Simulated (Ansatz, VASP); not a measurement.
# MgPb2N2 in VASP and in Ansatz

The input INCAR:

```
SYSTEM = MgPb2N2
ALGO = Normal
EDIFF = 1E-6
ENCUT = 520
ISIF = 2
ISMEAR = 0
LASPH = .True.
LCHARG = .False.
LREAL = .False.
LWAVE = .False.
NBANDS = 28
NELM = 60
PREC = Accurate
SIGMA = 0.1
```

The input KPOINTS:

```
k-points
0
Gamma
  6 6 2
  0 0 0
```

File POSCAR:

```
MgPb2N2
1.0
    3.3917442120      0.0000000000      0.0000000000
   -1.6958721060      2.9373366507      0.0000000000
    0.0000000000      0.0000000000      9.2349600287
Mg Pb N
1 2 2
Direct
    0.0000000000      0.0000000000      0.0000000000
    0.6666666667      0.3333333333      0.2865500000
    0.3333333333      0.6666666667      0.7134500000
    0.6666666667      0.3333333333      0.8618210000
    0.3333333333      0.6666666667      0.1381790000
```

Input for Ansatz:

```yaml
crystal:
  lattice:
    - [3.391744212, 0.0, 0.0]
    - [-1.695872106, 2.9373366507, 0.0]
    - [0.0, 0.0, 9.2349600287]
  atoms:
    - { symbol: Mg, position: [0.0, 0.0, 0.0] }
    - { symbol: Pb, position: [0.6666666667, 0.3333333333, 0.28655] }
    - { symbol: Pb, position: [0.3333333333, 0.6666666667, 0.71345] }
    - { symbol: "N", position: [0.6666666667, 0.3333333333, 0.861821] }
    - { symbol: "N", position: [0.3333333333, 0.6666666667, 0.138179] }
basis:
  ecutwfc: 420
kpoints:
  mp_grid: { grid: [6, 6, 2] }
  band_path: { path: [VBM, CBM], npoints: 5 }
hamiltonian:
  xc: lda
scf:
  occupations: { method: gaussian, width: 0.1 }
output:
  forces: true
  stress: true
  eigenvalues: true
```

Alike in both runs: task single point; functional LDA; k mesh 6 × 6 × 2; occupations gaussian, width 0.1 eV; no spin polarisation.

|  | VASP | Ansatz |
| --- | --- | --- |
| version | VASP 6.6.1 | Ansatz 0.2.0 |
| potentials or method | VASP PAW LDA potentials, release 64 (Mg, Pb_d, N) | scalar-relativistic, plane waves, PAW |
| plane-wave cutoff (eV) | 520 | 420 |
| valence electrons in the cell | 40 | 48 |

```tsv
	VASP	Ansatz	Ansatz less VASP
gap on the k mesh at the Fermi level (eV)	0.61	0.60	-0.004
least direct gap on the mesh (eV)	0.61	0.60	-0.004
pressure (GPa)	-6.4	-6.1	+0.25
largest component of the traceless stress (GPa)	0.74	0.70	-0.043
rms of the force components (eV/Å)	0.218	0.232	+0.0134
```

Atom by atom the forces differ by 0.021 eV/Å (rms over components). The two sets of potentials don't hold the same shells in valence.

Caveats: spin-orbit coupling is left out, which as a rule narrows the gap of such compounds by several tenths of an eV. As with any semilocal functional, this LDA gap is likely too small. A k mesh can miss the band edges.
